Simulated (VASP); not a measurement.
Here is the system:

```yaml
crystal:
  lattice:
    - [2.10814, -3.65140, 0.00000]
    - [2.10814, 3.65140, 0.00000]
    - [0.00000, 0.00000, 6.86480]
  atoms:
    - { symbol: Cd, position: [0.00000, 0.00000, 0.00000] }
    - { symbol: I, position: [0.33333, 0.66667, 0.24890] }
    - { symbol: I, position: [0.66667, 0.33333, 0.75110] }
```

The numbers are results of PBEsol GGA with spin-orbit coupling, VASP's PBE PAW potentials (set 64) (plane waves; VASP), not measurements. Run with 400 eV cut-off, 7×7×4 Γ-centred mesh, Gaussian smearing of 0.050 eV, potentials Cd I.

The path is coarsely sampled, so an indirect gap can come out somewhat too large. Without a dispersion term in the relaxation, distances and binding between the weakly bound layers, chains or molecules are unreliable, and so is what depends on them.

Q: Estimate the energy per atom (σ→0), band gap (over mesh and band path) with the smallest direct gap where there is one.

A: 
```json
{
  "band gap (over mesh and band path)": "1.97 eV",
  "smallest direct gap (over mesh and band path)": "2.24 eV",
  "energy per atom (σ→0)": "-2226 meV/atom"
}
```

The compound is CdI2 in the 1T layered structure. It was relaxed first.
